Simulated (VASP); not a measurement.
# Rb2Re (P4mm) in VASP: core levels with vdW-DF-cx

Aim: the core levels of Rb2Re with vdW-DF-cx.

Everything below comes from runs of VASP 6.6.1. Logs are shortened: lines on timing, memory, paths and dates and some standing lists are left out, and cuts for length are marked.

## Step 1: Starting point

It takes space group P4mm (No. 99, tetragonal). The conventional cell has a = 4.992 Å, b = 4.992 Å, c = 4.129 Å, α = 90.00°, β = 90.00°, γ = 90.00°. Rb (site symmetry 2mm) has 4 Re at 3.06 to 3.43 Å as nearest neighbours. Re (site symmetry 4mm) is surrounded by 8 Rb at 3.06 to 3.43 Å.

The cell was built by a generator and needn't be a form met in nature.

## Step 2: Core levels, vdW-DF-cx, spin-orbit coupling, no magnetisation

INCAR reads:

```
PREC = Accurate
ENCUT = 520
EDIFF = 1E-7
ISMEAR = 1
SIGMA = 0.1
LREAL = F
LASPH = T
NELM = 100
ALGO = Normal
ISIF = 2
LWAVE = F
LCHARG = F
LNONCOLLINEAR = T
MAGMOM = 0 0 0 0 0 0 0 0 0
LORBIT = 11
LSORBIT = T
GGA_COMPAT = F
LMAXMIX = 4
GGA = CX
LUSE_VDW = T
AGGAC = 0.0
ICORELEVEL = 1
```

KPOINTS reads:

```
Automatic mesh
0
Gamma
  5 5 5
```

POSCAR reads:

```
Rb2Re
1.0
    4.9921151800      0.0000000000      0.0000000000
    0.0000000000      4.9921151800      0.0000000000
    0.0000000000      0.0000000000      4.1286230400
Rb Re
2 1
Direct
    0.5000000000      0.0000000000      0.7757745200
    0.0000000000      0.5000000000      0.7757745200
    0.0000000000      0.0000000000      0.3462650700
```

Potentials or basis: VASP PAW PBE potentials, release 64 (Rb_sv, Re).

On the command line:

```console
$ cat potpaw_PBE.64/Rb_sv/POTCAR potpaw_PBE.64/Re/POTCAR > POTCAR
$ mpirun -np 1 vasp_ncl > vasp.out
```

OUTCAR:

```text
PREC = Accurate
   ENCUT = 520
   EDIFF = 1E-7
   ISMEAR = 1
   LREAL = F
   LASPH = T
   NELM = 100
   ISIF = 2
   LNONCOLLINEAR = T
   LORBIT = 11
   LSORBIT = T
   GGA = CX

 ion  position               nearest neighbor table
   1  0.500  0.000  0.776-   3 3.06   3 3.06   3 3.43   3 3.43   2 3.53   2 3.53   2 3.53   2 3.53
                             2 5.43   2 5.43   2 5.43   2 5.43   2 5.43   2 5.43   2 5.43   2 5.43
   2  0.000  0.500  0.776-   3 3.06   3 3.06   3 3.43   3 3.43   1 3.53   1 3.53   1 3.53   1 3.53
                             1 5.43   1 5.43   1 5.43   1 5.43   1 5.43   1 5.43   1 5.43   1 5.43
   3  0.000  0.000  0.346-   1 3.06   2 3.06   2 3.06   1 3.06   1 3.43   2 3.43   2 3.43   1 3.43

  LATTYP: Found a simple tetragonal cell.
 ALAT       =     4.9921151800
 C/A-ratio  =     0.8270288026

  Lattice vectors:

 A1 = (   4.9921151800,   0.0000000000,   0.0000000000)
 A2 = (   0.0000000000,   4.9921151800,   0.0000000000)
 A3 = (   0.0000000000,   0.0000000000,   4.1286230400)

Analysis of symmetry for initial positions (statically):
=====================================================================
 Subroutine PRICEL returns:
 Original cell was already a primitive cell.

 Routine SETGRP: Setting up the symmetry group for a
 simple tetragonal supercell.

 Subroutine GETGRP returns: Found  8 space group operations
 (whereof  8 operations were pure point group operations)
 out of a pool of 16 trial point group operations.

The static configuration has the point symmetry C_4v.

Analysis of symmetry for dynamics (positions and initial velocities):
=====================================================================
 Subroutine PRICEL returns:
 Original cell was already a primitive cell.

 Routine SETGRP: Setting up the symmetry group for a
 simple tetragonal supercell.

 Subroutine GETGRP returns: Found  8 space group operations
 (whereof  8 operations were pure point group operations)
 out of a pool of 16 trial point group operations.

The dynamic configuration has the point symmetry C_4v.

Analysis of structural, dynamic, and magnetic symmetry:
=====================================================================
 Subroutine PRICEL returns:
 Original cell was already a primitive cell.

 Routine SETGRP: Setting up the symmetry group for a
 simple tetragonal supercell.

 Subroutine GETGRP returns: Found  8 space group operations
 (whereof  8 operations were pure point group operations)
 out of a pool of 16 trial point group operations.

The overall configuration has the point symmetry C_4v.

 Subroutine INISYM returns: Found  8 space group operations
 (whereof  8 operations are pure point group operations),
 and found     1 'primitive' translations

----------------------------------------------------------------------------------------

                                     Primitive cell

  volume of cell :     102.8903

  direct lattice vectors                    reciprocal lattice vectors
     4.992115180  0.000000000  0.000000000     0.200315891  0.000000000  0.000000000
     0.000000000  4.992115180  0.000000000     0.000000000  0.200315891  0.000000000
     0.000000000  0.000000000  4.128623040     0.000000000  0.000000000  0.242211505

  length of vectors
     4.992115180  4.992115180  4.128623040     0.200315891  0.200315891  0.242211505

  position of ions in fractional coordinates (direct lattice)
     0.500000000  0.000000000  0.775774520
     0.000000000  0.500000000  0.775774520
     0.000000000  0.000000000  0.346265070

  ion indices of the primitive-cell ions
   primitive index   ion index
                 1           1
                 2           2
                 3           3

----------------------------------------------------------------------------------------

 KPOINTS: Automatic mesh
[... 98 lines left out ...]
   IVDW    =     0    specifies the selected vdW correction
   LEPSILON=     F    determine dielectric tensor
   LRPA    =     F    only Hartree local field effects (RPA)
 Methfessel and Paxton  Order N= 1 SIGMA  =   0.10
  energy-cutoff  :      520.00
  volume of cell :      102.89
 maximum number of plane-waves:      5592
 NGX is ok and might be reduce to    40
   NGX = 19   NGY = 19   NGZ = 15

 number of electron      25.0000001 magnetization       0.0000000      0.0000000      0.0000000

 number of electron      25.0000001 magnetization      -0.0000000     -0.0000000     -0.0000000

 number of electron      25.0000001 magnetization       0.0000000     -0.0000000     -0.0000000

 number of electron      25.0000001 magnetization       0.0000000     -0.0000000      0.0000000

 Free energy of the ion-electron system (eV)
  ---------------------------------------------------
  ext. energy  EPLUGINS =         0.00000000
  ---------------------------------------------------
  free energy    TOTEN  =        -0.86435399 eV

  energy without entropy =       -0.86461833  energy(sigma->0) =       -0.86444210

 the core state eigenenergies are
   1-  1s -15025.0900  2s  -2001.3307  2p  -1773.2683  3s   -291.3829  3p   -218.2560
       3d    -97.3757
   2-  1s -15025.0900  2s  -2001.3307  2p  -1773.2683  3s   -291.3829  3p   -218.2560
       3d    -97.3757
   3-  1s -71626.6226  2s -12409.7758  2p -10826.0739  3s  -2866.5671  3p  -2399.8093
       3d  -1871.5375  4s   -591.4689  4p   -438.4268  4d   -246.6289  4f    -33.7646
       5s    -76.6957  5p    -38.5987

 E-fermi :   1.8679     XC(G=0):  -8.5637

 val. band max:        1.8659247933   @ k =   0.4000   0.2000   0.4000
 cond. band min:       1.8696927419   @ k =  -0.4000   0.0000  -0.4000
 fundamental gap:      0.0037679486
 Fermi energy:         1.8679055648

 k-point     1 :       0.0000    0.0000    0.0000
  band No.  band energies     occupation
      1     -25.7442      1.00000
      2     -25.7442      1.00000
      3     -25.5206      1.00000
      4     -25.5206      1.00000
      5     -10.7684      1.00000
      6     -10.7684      1.00000
[... 272 lines left out ...]
 k-point     9 :       0.2000    0.0000    0.2000
  band No.  band energies     occupation
      1     -25.7140      1.00000
      2     -25.7137      1.00000

------------------------ aborting loop because EDIFF is reached ----------------------------------------

  FORCE on cell =-STRESS in cart. coord.  units (eV):
  Direction    XX          YY          ZZ          XY          YZ          ZX
  --------------------------------------------------------------------------------------
  -------------------------------------------------------------------------------------
  Total        3.4751020      3.4751020     -0.0711240      0.0000000     -0.0000000      0.0000000
  in kB       54.1132620     54.1132620     -1.1075214      0.0000000     -0.0000000      0.0000000
  external PRESSURE =      35.7063342 kB  Pullay stress =       0.0000000 kB

 VOLUME and BASIS-vectors are now :
 -----------------------------------------------------------------------------
  energy-cutoff  :      520.00
  volume of cell :      102.89
      direct lattice vectors                 reciprocal lattice vectors
     4.992115180  0.000000000  0.000000000     0.200315891  0.000000000  0.000000000
     0.000000000  4.992115180  0.000000000     0.000000000  0.200315891  0.000000000
     0.000000000  0.000000000  4.128623040     0.000000000  0.000000000  0.242211505

 POSITION                                       TOTAL-FORCE (eV/Angst)
 -----------------------------------------------------------------------------------
      2.49606      0.00000      3.20288         0.000000      0.000000      0.481005
      0.00000      2.49606      3.20288         0.000000     -0.000000      0.481005
      0.00000      0.00000      1.42960         0.000000     -0.000000     -0.962009
 -----------------------------------------------------------------------------------
    total drift:                                0.000000     -0.000000     -0.000174

  FREE ENERGIE OF THE ION-ELECTRON SYSTEM (eV)
  ---------------------------------------------------
  free  energy   TOTEN  =        -0.8643539901 eV

  energy  without entropy=       -0.8646183268  energy(sigma->0) =       -0.86444210

Total vdW correction in eV:      4.8379774

 Spin-Orbit-Coupling matrix elements

 Ion:    1  E_soc:     -0.0481476
 l=   1
     0.0000000    -0.0082501    -0.0080137
    -0.0082501     0.0000000    -0.0078003
    -0.0080137    -0.0078003     0.0000000
 l=   2
     0.0000000    -0.0000164     0.0000000     0.0000230    -0.0000116
    -0.0000164     0.0000000     0.0000055     0.0000208    -0.0000143
     0.0000000     0.0000055     0.0000000     0.0000045     0.0000000
     0.0000230     0.0000208     0.0000045     0.0000000    -0.0000213
    -0.0000116    -0.0000143     0.0000000    -0.0000213     0.0000000
 l=   3
     0.0000000     0.0000000     0.0000000     0.0000000     0.0000000     0.0000000     0.0000000
     0.0000000     0.0000000     0.0000000     0.0000000     0.0000000     0.0000000     0.0000000
     0.0000000     0.0000000     0.0000000     0.0000000     0.0000000     0.0000000     0.0000000
     0.0000000     0.0000000     0.0000000     0.0000000     0.0000000     0.0000000     0.0000000
[... 29 lines left out ...]
 l=   2
     0.0000000    -0.0283856     0.0000000    -0.0283856    -0.1277453
    -0.0283856     0.0000000    -0.0856155    -0.0479822    -0.0430341
     0.0000000    -0.0856155     0.0000000    -0.0856155     0.0000000
    -0.0283856    -0.0479822    -0.0856155     0.0000000    -0.0430341
    -0.1277453    -0.0430341     0.0000000    -0.0430341     0.0000000
 l=   3
     0.0000000     0.0000000     0.0000000     0.0000000     0.0000000     0.0000000     0.0000000
     0.0000000     0.0000000     0.0000000     0.0000000     0.0000000     0.0000000     0.0000000
     0.0000000     0.0000000     0.0000000     0.0000000     0.0000000     0.0000000     0.0000000
     0.0000000     0.0000000     0.0000000     0.0000000     0.0000000     0.0000000     0.0000000
     0.0000000     0.0000000     0.0000000     0.0000000     0.0000000     0.0000000     0.0000000
     0.0000000     0.0000000     0.0000000     0.0000000     0.0000000     0.0000000     0.0000000
     0.0000000     0.0000000     0.0000000     0.0000000     0.0000000     0.0000000     0.0000000

 total charge

# of ion       s       p       d       tot
------------------------------------------
    1        1.970   5.293   0.107   7.369
    2        1.970   5.293   0.107   7.369
    3        0.688   0.062   4.756   5.506
--------------------------------------------------
tot          4.628  10.648   4.969  20.244

 magnetization (x)

# of ion       s       p       d       tot
------------------------------------------
    1        0.000   0.000   0.000   0.000
    2        0.000   0.000   0.000   0.000
    3        0.000   0.000   0.000   0.000
--------------------------------------------------
tot          0.000   0.000   0.000   0.000

 magnetization (y)

# of ion       s       p       d       tot
------------------------------------------
    1        0.000   0.000   0.000   0.000
    2        0.000  -0.000  -0.000  -0.000
    3        0.000   0.000   0.000   0.000
--------------------------------------------------
tot          0.000   0.000  -0.000   0.000

 magnetization (z)

# of ion       s       p       d       tot
------------------------------------------
    1       -0.000  -0.000   0.000  -0.000
    2        0.000  -0.000   0.000  -0.000
    3        0.000   0.000  -0.000  -0.000
--------------------------------------------------
tot          0.000  -0.000  -0.000  -0.000
```

Wall time 11 min (1 thread of Intel Xeon Platinum 8259CL at 2.50GHz (Skylake/Cascade Lake), shared host); peak memory 0.88 GiB.

Results:

```
Free energy                                           : -0.8644 eV
Pressure                                              : 3.6 GPa
Largest force                                         : 0.962 eV/Å
Valence electrons inside the program's atomic spheres : Rb 7.37; Re 5.51
```

Forces on the atoms (eV/Å):
```
Rb   0.000  0.000  0.481
Rb   0.000  0.000  0.481
Re   0.000  0.000 -0.962
```

Core levels (eV, on the scale of the bands):
| atom | levels |
| --- | --- |
| 1 Rb | 1s -15025.1, 2s -2001.3, 2p -1773.3, 3s -291.4, 3p -218.3, 3d -97.4 |
| 2 Rb | 1s -15025.1, 2s -2001.3, 2p -1773.3, 3s -291.4, 3p -218.3, 3d -97.4 |
| 3 Re | 1s -71626.6, 2s -12409.8, 2p -10826.1, 3s -2866.6, 3p -2399.8, 3d -1871.5, 4s -591.5, 4p -438.4, 4d -246.6, 4f -33.8, 5s -76.7, 5p -38.6 |

Caveat: the PAW data sets were made with another functional, which shifts forces and pressure a little.
